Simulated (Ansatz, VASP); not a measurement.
# Rh in two plane-wave programs, part 2 of 2

One calculation is typed for both programs; each brings its own data sets. How far apart do they land? The structure shown is the end of the Ansatz relaxation below.

VASP 6.6.1 and Ansatz 0.2.0.

So far. Step 3 (VASP: single point, PBEsol, pair 1): The run ends at a pressure of 3.50 GPa.

## Step 6: VASP: single point, PBEsol, pair 2 (continued)

Level of this step: PBEsol; plane waves and PAW (Rh_pv) (VASP).

Numbers of over 12 decimals in the logs are rounded to 6 here.

From OUTCAR (step 6):

```text
  Total       -0.7922705     -0.7922705     -0.0052978      0.0000000     -0.0000000     -0.0000000
  in kB      -46.4889921    -46.4889921     -0.3108641      0.0000000     -0.0000000     -0.0000000
  external PRESSURE =     -31.0962827 kB  Pullay stress =       0.0000000 kB

 POSITION                                       TOTAL-FORCE (eV/Angst)
 -----------------------------------------------------------------------------------
      0.00000      0.00000      0.00000         0.000000      0.000000      0.000000
      1.34983      1.34983      1.87322        -0.000000     -0.000000      0.000000
 -----------------------------------------------------------------------------------
    total drift:                               -0.000000      0.000000      0.000000

  FREE ENERGIE OF THE ION-ELECTRON SYSTEM (eV)
  ---------------------------------------------------
  free  energy   TOTEN  =       -16.2788539656 eV

  energy  without entropy=      -16.2576058945  energy(sigma->0) =      -16.26822993

[... 1 part as in an earlier step ...]

[... 2 further parts left out ...]
[key lines of the parts left out:]
E-fermi :  11.8831
```

The run ends at a pressure of -3.11 GPa.

## Step 7: Differences

What differs besides the data sets and the points named for the pairs above, as far as they apply: the data sets hold 34 valence electrons in Ansatz (on its PAW soft_1 files) and 30 in VASP. Total energies have different zeros and are not compared.

Compared:

```csv
quantity,Ansatz,VASP,difference
pressure (GPa),-3.09,-3.11,+0.02
```

## Step 8: Ansatz: relaxation, PBEsol

This run makes the geometry at which the two programs are then compared. The cell compared in this pair holds 26.11 Å³, against 27.30 Å³ for the pair before.

The structure compared here is the end of the Ansatz relaxation.

input.yaml reads:

```yaml
crystal:
  lattice:
    - [2.59273725, 0.0, 0.0]
    - [0.0, 2.59273725, 0.0]
    - [0.0, 0.0, 3.848127548]
  atoms:
    - { symbol: Rh, position: [0.0, 0.0, 0.0] }
    - { symbol: Rh, position: [0.5, 0.5, 0.5] }
kpoints:
  mp_grid: { grid: [16, 16, 12] }
scf:
  occupations: { method: fermi_dirac, width: 0.05 }
hamiltonian:
  xc: pbesol
  pseudopotentials: { kind: paw, azcp: { folder: soft_1 }, xc_functional: pbe }
basis:
  ecutwfc: 600
output:
  forces: true
  stress: true
  write_density: true
  write_potential: true
  elf: true
  volumetric_format: npy
relax:
  f_tol: 0.005
  max_steps: 70
  cell: { stress_tol: 0.02, p_target: 0, fix: [a, b, alpha, beta, gamma] }
```

Command:

```console
> ansatz run input.yaml --threads 4 --pin off --max-ram 10240MiB --backend cpu --events-out ev --progress --plain --runs-dir out
```

Output:

```text
[...]
Crystal: 2 atoms, lattice volume = 25.868 Å³
Basis set: ecut = 600 eV, 855 PW (Γ), exchange–correlation on 48×48×64 points (8 copies of the dense FFT grid, shifted against one another)
Bands: 21, of which v1, the nominal top of the filled ones, is band 17 counted from 1 (16 counted from 0)
Symmetry: 32 space group operations
[...]
k-points: 315 of 3072
[...]
k-point 314: bands = [... 13 lower, 19.6687, 22.4016, 22.4016, 25.2105, 25.2105, 33.7307, 33.7307, 33.7307]
--- Relaxed structure (4 steps of the walk, 4 accepted, 1 SCFs on fresh bases) ---
[...]
cell:  # Å, volume = 26.1100 Å³
    - [2.59273725, 0, 0.0]
    - [0, 2.59273725, 0.0]
    - [0.0, 0.0, 3.884102]
  atoms:
    - { symbol: Rh, position: [0.0, 0.0, 0.0] }
    - { symbol: Rh, position: [0.5, 0.5, 0.5] }
[key lines of the parts left out:]
SCF converged after 9 iterations
Free energy (F): -12677.511537 eV
Fermi energy:    23.783386 eV
P = ⅓ Tr σ = 11.5073 GPa (115.073 kbar)
```

## Step 9: VASP: single point, PBEsol, pair 3

The same cell, functional, mesh and smearing now go to VASP, with its own data sets.

INCAR reads:

```
SYSTEM = Rh
PREC = Accurate
ENCUT = 500
EDIFF = 1E-06
NELM = 120
ISMEAR = -1
SIGMA = 0.05
LREAL = .FALSE.
ALGO = Normal
GGA = PS
NBANDS = 21
LASPH = .TRUE.
LORBIT = 11
LWAVE = .FALSE.
LCHARG = .FALSE.
ISIF = 2
GGA_COMPAT = .FALSE.
KPAR = 2
```

POSCAR reads:

```
Rh
1.0
    2.5927372500      0.0000000000      0.0000000000
    0.0000000000      2.5927372500      0.0000000000
    0.0000000000      0.0000000000      3.8841018473
Rh
2
Direct
    0.0000000000      0.0000000000      0.0000000000
    0.5000000000      0.5000000000      0.5000000000
```

KPOINTS reads:

```
Automatic mesh
0
Gamma
16 16 12
0 0 0
```

PAW data sets: Rh_pv (PBE family, release 64).

Command:

```console
> mpirun -np 2 vasp_std
```

Output:

```text
[... set-up lines as in an earlier step ...]
 entering main loop
       N       E                     dE             d eps       ncg     rms          rms(c)
DAV:   1     0.319842383016E+03    0.31984E+03   -0.18156E+04 13294   0.160E+03
DAV:   2    -0.100485500923E+02   -0.32989E+03   -0.31904E+03 13640   0.485E+02
DAV:   3    -0.173773201861E+02   -0.73288E+01   -0.72749E+01 15140   0.811E+01
DAV:   4    -0.174303845625E+02   -0.53064E-01   -0.53056E-01 14684   0.703E+00
[...]
DAV:   9    -0.162028993728E+02    0.99820E-03   -0.81567E-04 14990   0.360E-01    0.432E-02
DAV:  10    -0.162029104811E+02   -0.11108E-04   -0.80132E-06 15600   0.273E-02    0.113E-02
DAV:  11    -0.162029106605E+02   -0.17943E-06   -0.19241E-06 11104   0.152E-02
   1 F= -.16202911E+02 E0= -.16192656E+02  d E =-.205101E-01
```

OUTCAR, selected parts (step 9):

```text
  Total        2.8073632      2.8073632      0.0016500      0.0000000      0.0000000      0.0000000
  in kB      172.2667918    172.2667918      0.1012491      0.0000000      0.0000000      0.0000000
  external PRESSURE =     114.8782776 kB  Pullay stress =       0.0000000 kB

 POSITION                                       TOTAL-FORCE (eV/Angst)
 -----------------------------------------------------------------------------------
      0.00000      0.00000      0.00000         0.000000      0.000000     -0.000000
      1.29637      1.29637      1.94205        -0.000000     -0.000000      0.000000
 -----------------------------------------------------------------------------------
    total drift:                               -0.000000      0.000000      0.000000

  FREE ENERGIE OF THE ION-ELECTRON SYSTEM (eV)
  ---------------------------------------------------
  free  energy   TOTEN  =       -16.2029106605 eV

  energy  without entropy=      -16.1824005994  energy(sigma->0) =      -16.19265563

[... 1 part as in an earlier step ...]

[... 2 further parts left out ...]
[key lines of the parts left out:]
E-fermi :  12.7236
```

The run ends at a pressure of 11.49 GPa.

## Step 10: Side by side

What differs besides the data sets and the points named for the pairs above, as far as they apply: the data sets hold 34 valence electrons in Ansatz (on its PAW soft_1 files) and 30 in VASP. Total energies have different zeros and are not compared.

Compared:

```csv
quantity,Ansatz,VASP,difference
pressure (GPa),11.51,11.49,+0.02
```

## Step 11: Results

* difference in pressure (single point, PBEsol, pair 1): 0.015 GPa
* difference in pressure (single point, PBEsol, pair 2): 0.016 GPa
* difference in pressure (single point, PBEsol, pair 3): 0.019 GPa

In words: The difference in pressure is 0.019 GPa (single point, PBEsol, pair 3), within the 1 GPa picked in this series as the mark of a large difference. The data sets hold unlike numbers of valence electrons (34 in Ansatz and 30 in VASP), so part of the differences comes from the potentials. 3 further runs of this series are not shown here. How closely two codes agree says nothing of how well the functional describes the real material.

[Lines on the potential files, build, host, timing and source positions are cut from VASP's logs without a mark.]

[Logs are printed without paths, hosts, clocks, repeated set-up lines and the standing remarks that a program may print on its own settings, such as how far it seeks lower states.]

[Hosts, paths, dates, database ids (printed as entryN), source tags and the programs' standing remarks are cut or masked in the printed files.]
